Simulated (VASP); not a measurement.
# MgS (Niningerite) with r2SCAN: from relaxation to properties, part 2 of 4

Wanted: the relaxed cell of MgS (Niningerite) and its properties. The start is a cell from a database of measured crystal structures.

VASP 6.6.1; r2SCAN; plane waves and PAW (Mg, S).

So far, gap on the k-mesh (eV): step 2 (full relaxation (r2SCAN)) 3.44.

### 4. Band structure (r2SCAN)

The mesh alone shows little of the dispersion and can miss band extrema, so KPOINTS_OPT adds a path through the symmetry points after the self-consistent cycle.

INCAR reads:

```
SYSTEM = MgS
PREC = Accurate
ENCUT = 400
EDIFF = 1E-06
NELM = 100
ISMEAR = 0
SIGMA = 0.05
LREAL = .FALSE.
ALGO = Normal
METAGGA = R2SCAN
LASPH = .TRUE.
NBANDS = 16
LORBIT = 11
LWAVE = .FALSE.
LCHARG = .FALSE.
KPAR = 2
```

POSCAR reads:

```
MgS
1.0
    0.0000000000      2.5966906558      2.5966906558
    2.5966906558      0.0000000000      2.5966906558
    2.5966906558      2.5966906558      0.0000000000
Mg S
1 1
Direct
    0.0000000000      0.0000000000      0.0000000000
    0.5000000000      0.5000000000      0.5000000000
```

KPOINTS reads:

```
Automatic mesh
0
Gamma
6 6 6
0 0 0
```

KPOINTS_OPT reads:

```
Line mode
16
Line-mode
Reciprocal
  0.00000000   0.00000000   0.00000000 GAMMA
  0.50000000   0.00000000   0.50000000 X

  0.50000000   0.00000000   0.50000000 X
  0.50000000   0.25000000   0.75000000 W

  0.50000000   0.25000000   0.75000000 W
  0.37500000   0.37500000   0.75000000 K

  0.37500000   0.37500000   0.75000000 K
  0.00000000   0.00000000   0.00000000 GAMMA

  0.00000000   0.00000000   0.00000000 GAMMA
  0.50000000   0.50000000   0.50000000 L

  0.50000000   0.50000000   0.50000000 L
  0.62500000   0.25000000   0.62500000 U

  0.62500000   0.25000000   0.62500000 U
  0.50000000   0.25000000   0.75000000 W

  0.50000000   0.25000000   0.75000000 W
  0.50000000   0.50000000   0.50000000 L

  0.50000000   0.50000000   0.50000000 L
  0.37500000   0.37500000   0.75000000 K

  0.62500000   0.25000000   0.62500000 U
  0.50000000   0.00000000   0.50000000 X
```

PAW data sets: Mg and S (PBE family, release 64).

The run is started by

```bash
$ mpirun -np 2 vasp_std
```

The program printed:

```text
[banner, memory and clock lines left out]
running    2 mpi-ranks, on    1 nodes
 distrk:  each k-point on    1 cores,    2 groups
 distr:  one band on    1 cores,    1 groups

 POSCAR found type information on POSCAR MgS
 POSCAR found :  2 types and       2 ions
 [... a notice as in an earlier step ...]

 LDA part: xc-table for (None), standard interpolation
 POSCAR, INCAR and KPOINTS ok, starting setup
 FFT: planning ... GRIDC
 FFT: planning ... GRID_SOFT
 FFT: planning ... GRID
 WAVECAR not read
 entering main loop
       N       E                     dE             d eps       ncg     rms          rms(c)
DAV:   1     0.717296500774E+01    0.71730E+01   -0.30556E+03   560   0.337E+02
DAV:   2    -0.162659797865E+02   -0.23439E+02   -0.22352E+02   704   0.774E+01
DAV:   3    -0.170923856203E+02   -0.82641E+00   -0.82571E+00   616   0.135E+01
DAV:   4    -0.170960961948E+02   -0.37106E-02   -0.37105E-02   672   0.106E+00
DAV:   5    -0.170961285995E+02   -0.32405E-04   -0.32404E-04   608   0.945E-02    0.463E+00
DAV:   6    -0.155173792766E+02    0.15787E+01   -0.73221E-01   608   0.366E+00    0.464E+00
DAV:   7    -0.155047095216E+02    0.12670E-01   -0.17318E-01   672   0.163E+00    0.255E+00
DAV:   8    -0.155077223784E+02   -0.30129E-02   -0.55189E-03   616   0.399E-01    0.333E-01
DAV:   9    -0.155077957055E+02   -0.73327E-04   -0.36176E-04   656   0.961E-02    0.168E-01
DAV:  10    -0.155078243664E+02   -0.28661E-04   -0.28103E-05   640   0.279E-02    0.897E-02
DAV:  11    -0.155078337647E+02   -0.93983E-05   -0.10816E-05   656   0.120E-02    0.443E-03
DAV:  12    -0.155078329339E+02    0.83077E-06   -0.38809E-07   392   0.317E-03
   1 F= -.15507833E+02 E0= -.15507833E+02  d E =-.724602E-14
 Start KPOINTS_OPT (optional k-point list driver)
k-point batch [1-16\160]
       N       E                     dE             ncg
DAV:   1     0.321152359256E+03   -0.20335E+04      544
DAV:   2    -0.624512077675E+02   -0.38360E+03      640
DAV:   3    -0.778730846601E+02   -0.15422E+02      656
DAV:   4    -0.779407939570E+02   -0.67709E-01      656
DAV:   5    -0.779413401108E+02   -0.54615E-03      648
DAV:   6    -0.779413459100E+02   -0.57992E-05      648
DAV:   7    -0.779413459749E+02   -0.64829E-07      520
[...]
k-point batch [145-160\160]
       N       E                     dE             ncg
DAV:   1     0.197853575250E+03   -0.42409E+04      552
DAV:   2    -0.161903218838E+03   -0.35976E+03      704
DAV:   3    -0.172752630001E+03   -0.10849E+02      640
DAV:   4    -0.172809572260E+03   -0.56942E-01      656
DAV:   5    -0.172810173498E+03   -0.60124E-03      680
DAV:   6    -0.172810181125E+03   -0.76274E-05      648
DAV:   7    -0.172810181219E+03   -0.94342E-07      552
```

Run time: 56 s. Hardware: 2 MPI ranks of AMD EPYC 7R43, shared host; peak memory 0.22 GiB.

Parts of OUTCAR (step 4):

```text
The static configuration has the point symmetry O_h .

 Found     16 irreducible k-points:

   k-points           NKPTS =     16   k-points in BZ     NKDIM =     16   number of bands    NBANDS=     16

   NELECT =       8.0000    total number of electrons

 E-fermi :   3.7944

 k-point     1 :       0.0000    0.0000    0.0000
  band No.  band energies     occupation
      1      -9.6702      2.00000
      2       3.5458      2.00000
      3       3.5458      2.00000
      4       3.5458      2.00000
      5       8.2094      0.00000
      6      12.0715      0.00000
      7      12.0715      0.00000
      8      12.0715      0.00000
      9      14.4926      0.00000
    ...

 k-point     2 :       0.1667    0.0000    0.0000
  band No.  band energies     occupation
      1      -9.3970      2.00000
      2       1.9423      2.00000
      3       3.3672      2.00000
      4       3.3672      2.00000
      5       9.2237      0.00000
      6      11.8855      0.00000
      7      12.3617      0.00000
      8      12.3618      0.00000
      9      13.8527      0.00000
    ...

  Total        0.0026615      0.0026615      0.0026615      0.0000000      0.0000000      0.0000000
  in kB        0.1217707      0.1217707      0.1217707      0.0000000      0.0000000      0.0000000
  external PRESSURE =       0.1217707 kB  Pullay stress =       0.0000000 kB

 POSITION                                       TOTAL-FORCE (eV/Angst)
 -----------------------------------------------------------------------------------
      0.00000      0.00000      0.00000         0.000000      0.000000      0.000000
      2.59669      2.59669      2.59669        -0.000000     -0.000000     -0.000000
 -----------------------------------------------------------------------------------
    total drift:                               -0.000000     -0.000000      0.000000

  FREE ENERGIE OF THE ION-ELECTRON SYSTEM (eV)
  ---------------------------------------------------
  free  energy   TOTEN  =       -15.5078329339 eV

  energy  without entropy=      -15.5078329339  energy(sigma->0) =      -15.50783293

[... 9 parts as in an earlier step ...]

[... 4 further parts left out ...]
```

This step gave:

- SCF cycles: 12
- bands: 16
- Fermi energy: 3.794 eV
- pressure: 0.01218 GPa
- least gap on mesh and path: 3.445 eV
- least direct gap on mesh and path: 4.664 eV
- conduction bottom at k: 0.5, 0, 0.5

The electronic bands at the labelled points (eV, zero at the valence-band top; v1 is the highest filled band, c1 the lowest empty one):

```tsv
point	v3	v2	v1	c1	c2	c3	c4
Γ	0.00	0.00	0.00	4.66	8.53	8.53	8.53
0.47 of the way	-2.35	-0.91	-0.91	5.95	6.34	8.87	10.69
X	-4.30	-1.74	-1.74	3.44	4.91	13.20	13.50
0.47 of the way	-4.08	-2.25	-2.05	4.34	5.91	11.11	11.75
W	-3.31	-3.31	-2.36	5.92	8.64	8.64	8.83
0.47 of the way	-3.65	-3.16	-1.93	5.31	7.58	9.53	10.03
K	-3.79	-3.23	-1.41	4.55	7.34	10.45	10.97
0.53 of the way	-2.85	-1.35	-0.28	6.90	7.88	8.17	8.64
Γ	0.00	0.00	0.00	4.66	8.53	8.53	8.53
0.47 of the way	-2.58	-0.31	-0.31	5.76	8.53	8.53	8.94
L	-4.91	-0.63	-0.63	5.22	7.51	7.51	11.30
0.47 of the way	-4.55	-1.84	-0.91	5.81	7.22	8.43	10.77
U	-3.79	-3.23	-1.41	4.55	7.34	10.45	10.97
0.47 of the way	-3.68	-3.17	-1.83	5.16	7.52	9.68	10.21
W	-3.31	-3.31	-2.36	5.92	8.64	8.64	8.83
0.47 of the way	-4.30	-2.31	-1.26	6.17	6.91	9.28	10.08
L	-4.91	-0.63	-0.63	5.22	7.51	7.51	11.30
0.47 of the way	-4.55	-1.84	-0.91	5.81	7.22	8.43	10.77
K	-3.79	-3.23	-1.41	4.55	7.34	10.45	10.97
jump to U	-3.79	-3.23	-1.41	4.55	7.34	10.45	10.97
0.47 of the way	-4.15	-2.35	-1.64	3.91	5.66	11.90	12.31
X	-4.30	-1.74	-1.74	3.44	4.91	13.20	13.50
```

Of the projections kept (Mg, S), the largest for each band there; the rest of the weight can lie on other orbitals:

```tsv
point	v3	v2	v1	c1	c2	c3	c4
Γ	S 0.97	S 0.97	S 0.97	S 0.62	Mg 1.00	Mg 1.00	Mg 1.00
X	S 0.88	S 0.92	S 0.92	Mg 0.88	Mg 1.00	S 0.85	Mg 1.00
W	S 0.89	S 0.89	S 0.83	Mg 0.58	S 0.80	S 0.80	Mg 0.80
K	S 0.88	S 0.84	S 0.94	Mg 0.85	S 0.64	Mg 0.72	S 0.88
Γ	S 0.97	S 0.97	S 0.97	S 0.62	Mg 1.00	Mg 1.00	Mg 1.00
L	S 0.78	S 0.97	S 0.97	S 0.60	Mg 1.00	Mg 1.00	Mg 0.59
```

The electronic bands as a text plot (rows in eV, shown from -4.9 to 9.4 only):

```
    9.1 | ++ +       ++    +   ++     +      +   + +++
    8.5 |+  +             +++++++++++++     +     +        +
    7.9 | +          ++  +   ++++      ++  + ++  + +  ++ ++ +
    7.4 |  +           ++                ++++  ++   +  +++ + +
    6.8 |   +       +        ++                      ++   +   +
    6.2 |  +++        +    ++  +                  +++++   +
    5.6 | +  +++   + + +        +   +++++ ++++   +     + + +   +
    5.0 |+    + +++ +   +++      +++     +    + +       +   +   +
    4.4 |      +   +                           +             ++
    3.8 |       + +                                            ++
    3.2 |        +
    2.6 |
    2.0 |
    1.4 |
    0.8 |
    0.2 |*                     ******
   -0.4 | **                *** *  * ******            ***
   -1.0 |  ****          ***  ***   *      ****      *** ****
   -1.6 |      ****     *    *              *  **   * *   *  ****
   -2.2 |   *      *****    * **     *           *** *     *   *
   -2.8 |    *      **     *          *      *     **       * *
   -3.4 |     *      ******  *                ******         *
   -4.0 |      ******   * ***          *     ***    *       *****
   -4.6 |                               *****        *******
         Γ       X    W  K        Γ      L     U  W     L   K|U X
```

The path finds the gap of the mesh within 0.02 eV, so the mesh comes close to both band edges.

### 5. Density of states (r2SCAN)

Here the states are counted by energy and projected on the atoms. The mesh is finer than in the run before.

INCAR: that of step 4 with these lines changed.

```diff
@@ -5,3 +5,3 @@
 NELM = 100
-ISMEAR = 0
+ISMEAR = -5
 SIGMA = 0.05
@@ -16 +16,2 @@
 KPAR = 2
+NEDOS = 2001
```

POSCAR is that of step 4.

KPOINTS reads:

```
Automatic mesh
0
Gamma
9 9 9
0 0 0
```

The run is started by

```bash
$ mpirun -np 2 vasp_std
```

The program printed:

```text
[... set-up lines as in an earlier step ...]
 entering main loop
       N       E                     dE             d eps       ncg     rms          rms(c)
DAV:   1     0.665203172240E+01    0.66520E+01   -0.29776E+03  1216   0.336E+02
DAV:   2    -0.163357902600E+02   -0.22988E+02   -0.22224E+02  1544   0.773E+01
DAV:   3    -0.170940884510E+02   -0.75830E+00   -0.75762E+00  1376   0.131E+01
DAV:   4    -0.170975927407E+02   -0.35043E-02   -0.35042E-02  1472   0.103E+00
DAV:   5    -0.170976241508E+02   -0.31410E-04   -0.31410E-04  1384   0.931E-02    0.463E+00
DAV:   6    -0.155192930418E+02    0.15783E+01   -0.72684E-01  1320   0.366E+00    0.463E+00
DAV:   7    -0.155067904367E+02    0.12503E-01   -0.17197E-01  1480   0.163E+00    0.255E+00
DAV:   8    -0.155098035301E+02   -0.30131E-02   -0.55514E-03  1384   0.401E-01    0.318E-01
DAV:   9    -0.155098730967E+02   -0.69567E-04   -0.36675E-04  1408   0.955E-02    0.173E-01
DAV:  10    -0.155099005623E+02   -0.27466E-04   -0.26203E-05  1440   0.272E-02    0.865E-02
DAV:  11    -0.155099089673E+02   -0.84050E-05   -0.10566E-05  1408   0.119E-02    0.426E-03
DAV:  12    -0.155099082278E+02    0.73948E-06   -0.36339E-07   768   0.310E-03
   1 F= -.15509908E+02 E0= -.15509908E+02  d E =0.000000E+00
```

The job ended after 25 s (2 MPI ranks; peak memory 0.23 GiB).

OUTCAR, selected parts (step 5):

```text
   k-points           NKPTS =     35   k-points in BZ     NKDIM =     35   number of bands    NBANDS=     16

   NELECT =       8.0000    total number of electrons

 E-fermi :   3.5460

 k-point     1 :       0.0000    0.0000    0.0000
  band No.  band energies     occupation
      1      -9.6720      2.00000
      2       3.5441      2.00000
      3       3.5441      2.00000
      4       3.5441      2.00000
      5       8.2084      0.00000
      6      12.0708      0.00000
      7      12.0708      0.00000
      8      12.0708      0.00000
      9      14.4918      0.00000
    ...

  Total       -0.0023593     -0.0023593     -0.0023593      0.0000000      0.0000000     -0.0000000
  in kB       -0.1079463     -0.1079463     -0.1079463      0.0000000      0.0000000     -0.0000000
  external PRESSURE =      -0.1079463 kB  Pullay stress =       0.0000000 kB

  FREE ENERGIE OF THE ION-ELECTRON SYSTEM (eV)
  ---------------------------------------------------
  free  energy   TOTEN  =       -15.5099082278 eV

  energy  without entropy=      -15.5099082278  energy(sigma->0) =      -15.50990823

[... 7 parts as in an earlier step ...]

[... 10 further parts left out ...]
```

Numbers from this step:

* irreducible k-points: 35
* Fermi energy: 3.546 eV
* pressure: -0.01079 GPa
* conduction bottom at k: 0.4444, 0.4444, 0
* gap on the k-mesh: 3.577 eV

The density of states has structure finer than the step of the table below, so its rows give means over 1 eV, whole bins alone (the curve runs from -12.0 to 11.5 eV). Peaks (eV: height): total -11.5: 3.21, -3.9: 3.19, -0.9: 2.12, 10.0: 2.07; S p -3.9: 1.06, -0.7: 1.09, 10.0: 0.324; Mg s -3.9: 0.115, 5.8: 0.193, 7.2: 0.0606, 10.0: 0.0492; Mg p 6.0: 0.0876, 7.2: 0.104, 8.3: 0.168, 10.0: 0.140; S s -11.5: 2.13.

States under -12.0 eV and over 11.5 eV are left out. Table of density of states by energy, zero at the valence-band top; means over each step; values in states/eV/cell:

```tsv
energy (eV)	total	S p	Mg s	Mg p	S s
-11	0.143	4.5e-5	2.4e-4	5.6e-4	0.0947
-10	0	0	0	0	0
-9	0	0	0	0	0
-8	0	0	0	0	0
-7	0	0	0	0	0
-6	0	0	0	0	0
-5	0.105	0.0321	0.00740	4.3e-4	6.4e-4
-4	1.42	0.469	0.0591	0.0263	0.0205
-3	0.777	0.288	0.0191	0.0175	0.0154
-2	1.42	0.610	0.0168	0.0349	0.00962
-1	1.95	0.968	0.00629	0.0302	0.00428
0	0.330	0.180	1.0e-4	0.00416	3.6e-4
1	0	0	0	0	0
2	0	0	0	0	0
3	4.8e-5	0	1.3e-5	0	0
4	0.139	0.00411	0.0330	0.00281	0.00426
5	0.524	0.0250	0.0884	0.0181	0.0171
6	1.54	0.0890	0.146	0.0688	0.0886
7	1.12	0.0887	0.0410	0.0625	0.0233
8	1.32	0.0992	0.0281	0.109	0.0236
9	1.32	0.119	0.0206	0.116	0.0273
10	1.47	0.211	0.0353	0.105	0.0198
11	0.889	0.129	0.0265	0.0499	0.00823
```

The gap on this mesh is 3.58 eV, over the 3.44 eV of the band run, since this mesh misses a band edge. In the top eV of the valence band the largest shares in the PAW spheres are S p 53 %. The rest lies in smaller channels or between the spheres.

### 6. Independent-particle dielectric function (r2SCAN)

LOPTICS sums transitions from filled to empty bands. NBANDS is raised for it.

INCAR reads:

```
SYSTEM = MgS
PREC = Accurate
ENCUT = 400
EDIFF = 1E-06
NELM = 100
ISMEAR = 0
SIGMA = 0.05
LREAL = .FALSE.
ALGO = Normal
METAGGA = R2SCAN
LASPH = .TRUE.
NBANDS = 20
LORBIT = 11
LWAVE = .FALSE.
LCHARG = .FALSE.
KPAR = 2
LOPTICS = .TRUE.
NEDOS = 1500
CSHIFT = 0.1
```

POSCAR is that of step 5.

KPOINTS is that of step 5.

The run is started by

```bash
$ mpirun -np 2 vasp_std
```

The program printed:

```text
[... set-up lines as in an earlier step ...]
 entering main loop
       N       E                     dE             d eps       ncg     rms          rms(c)
DAV:   1     0.728164976329E+01    0.72816E+01   -0.27991E+03  1552   0.262E+02
DAV:   2    -0.163292576030E+02   -0.23611E+02   -0.22595E+02  1856   0.689E+01
DAV:   3    -0.170942235435E+02   -0.76497E+00   -0.76205E+00  1716   0.109E+01
DAV:   4    -0.170976011973E+02   -0.33777E-02   -0.33774E-02  1632   0.799E-01
DAV:   5    -0.170976243189E+02   -0.23122E-04   -0.23121E-04  1652   0.663E-02    0.463E+00
DAV:   6    -0.155189884920E+02    0.15786E+01   -0.60700E-01  1560   0.293E+00    0.462E+00
DAV:   7    -0.155068195721E+02    0.12169E-01   -0.15759E-01  1788   0.135E+00    0.256E+00
DAV:   8    -0.155097941681E+02   -0.29746E-02   -0.51444E-03  1652   0.328E-01    0.323E-01
DAV:   9    -0.155098760276E+02   -0.81860E-04   -0.26451E-04  1672   0.687E-02    0.139E-01
DAV:  10    -0.155099060201E+02   -0.29993E-04   -0.34323E-05  1652   0.259E-02    0.437E-02
DAV:  11    -0.155099081980E+02   -0.21779E-05   -0.69958E-06  1632   0.845E-03    0.582E-03
DAV:  12    -0.155099083266E+02   -0.12858E-06   -0.23449E-07   952   0.216E-03
   1 F= -.15509908E+02 E0= -.15509908E+02  d E =-.570255E-11
 optical routines
 imaginary and real dielectric function
 direction            1
 direction            2
 direction            3
```

Elapsed: 31 s, on 2 MPI ranks; peak memory 0.24 GiB; 60 s of CPU time.

Parts of OUTCAR (step 6):

```text
   k-points           NKPTS =     35   k-points in BZ     NKDIM =     35   number of bands    NBANDS=     20

   NELECT =       8.0000    total number of electrons

 E-fermi :   3.7492

 k-point     1 :       0.0000    0.0000    0.0000
  band No.  band energies     occupation
      1      -9.6720      2.00000
      2       3.5440      2.00000
      3       3.5440      2.00000
      4       3.5440      2.00000
      5       8.2084      0.00000
      6      12.0708      0.00000
      7      12.0708      0.00000
      8      12.0708      0.00000
      9      14.4918      0.00000
    ...

  Total       -0.0021411     -0.0021411     -0.0021411      0.0000000     -0.0000000     -0.0000000
  in kB       -0.0979628     -0.0979628     -0.0979628      0.0000000     -0.0000000     -0.0000000
  external PRESSURE =      -0.0979628 kB  Pullay stress =       0.0000000 kB

 POSITION                                       TOTAL-FORCE (eV/Angst)
 -----------------------------------------------------------------------------------
      0.00000      0.00000      0.00000        -0.000000     -0.000000     -0.000000
      2.59669      2.59669      2.59669         0.000000      0.000000      0.000000
 -----------------------------------------------------------------------------------
    total drift:                               -0.000000     -0.000000      0.000000

  FREE ENERGIE OF THE ION-ELECTRON SYSTEM (eV)
  ---------------------------------------------------
  free  energy   TOTEN  =       -15.5099083266 eV

  energy  without entropy=      -15.5099083266  energy(sigma->0) =      -15.50990833

 plasma frequency squared (from intraband transitions) (eV^2)
  --------------------------------------------------------------------------------------
       0.000      -0.000      -0.000
      -0.000       0.000      -0.000
       0.000      -0.000       0.000

[... 10 parts as in an earlier step ...]

[... 6 further parts left out ...]
```

These are independent-particle spectra without excitons or local fields, and fine structure depends on the mesh and on CSHIFT.

This step gave:

* bands: 20
* Fermi energy: 3.749 eV
* pressure: -0.009796 GPa

Table of imaginary dielectric function, xx by photon energy; read off at these points:

photon energy (eV), imaginary dielectric function, xx and a bar:
```
     0.00        0.0 
     0.50        0.0 
     1.00        0.0 
     1.50        0.0 
     2.00        0.0 
     2.50        0.1 
     3.00        0.1 
     3.50        0.1 
     4.00        0.2 
     4.50        0.4 #
     5.00        0.7 #
     5.50        3.4 #####
     5.92        9.5 ###############
     6.00        9.1 ###############
     6.50       15.5 #########################
     6.62       18.7 ##############################
     7.00        9.6 ###############
     7.25       11.6 ###################
     7.50        7.8 ############
     8.00       10.2 ################
     8.24       10.6 #################
     8.50        8.3 #############
     9.00        7.2 ############
     9.50        5.6 #########
    10.00        3.6 ######
    10.50        3.6 ######
    11.00        3.3 #####
    11.50        2.1 ###
    12.00        1.8 ###
    12.50        1.4 ##
    13.00        1.2 ##
    13.50        1.1 ##
    14.00        0.6 #
    14.50        0.5 #
    15.00        0.6 #
    15.50        0.5 #
    16.00        0.5 #
    16.50        0.3 #
    17.00        0.2 
    17.50        0.2 
    18.00        0.3 
    18.50        0.3 
    19.00        0.4 #
    19.50        0.3 
    20.00        0.1 
    20.50        0.2 
    21.00        0.2 
    21.50        0.2 
    22.00        0.1 
    22.50        0.2 
    23.00        0.1 
    23.50        0.1 
    24.00        0.1 
    24.50        0.1
```

Real dielectric function, xx against photon energy:

```tsv
photon energy (eV)	real dielectric function, xx
0.0	5.17
0.5	5.19
1.0	5.25
1.5	5.35
2.0	5.51
2.5	5.73
3.0	6.03
3.5	6.46
4.0	7.10
4.5	8.18
5.0	9.83
5.5	10.8
6.0	9.57
6.5	13.7
7.0	0.841
7.5	1.44
8.0	0.289
8.5	-3.41
9.0	-3.55
9.5	-3.48
10.0	-2.66
10.5	-2.70
11.0	-2.31
11.5	-2.87
12.0	-1.79
12.5	-1.58
13.0	-1.49
13.5	-1.44
14.0	-1.20
14.5	-1.01
15.0	-0.674
15.5	-0.541
16.0	-0.454
16.5	-0.613
17.0	-0.304
17.5	-0.141
18.0	0.00479
18.5	0.00871
19.0	-0.0281
19.5	-0.0515
20.0	0.158
20.5	0.126
21.0	0.225
21.5	0.202
22.0	0.251
22.5	0.257
23.0	0.330
23.5	0.348
24.0	0.387
24.5	0.371
```

The mean of ε2 over directions passes 5 % of its top at 5.12 eV, against a least direct gap of 4.66 eV on this mesh, so the first direct transitions are weak, forbidden or few. The indirect gap (3.44 eV in the band run) doesn't show, since phonons are left out.

(Part 2 of 4 ends here.)

[Lines on the potential files, build, host, timing and source positions are cut from VASP's logs without a mark.]

[Logs are printed without paths, hosts, clocks, repeated set-up lines and the standing remarks that a program may print on its own settings, such as how far it seeks lower states.]

[Hosts, paths, dates, database ids (printed as entryN), source tags and the programs' standing remarks are cut or masked in the printed files.]

[A measured line is paired with the nearest computed mode of its activity, which favours agreement.]
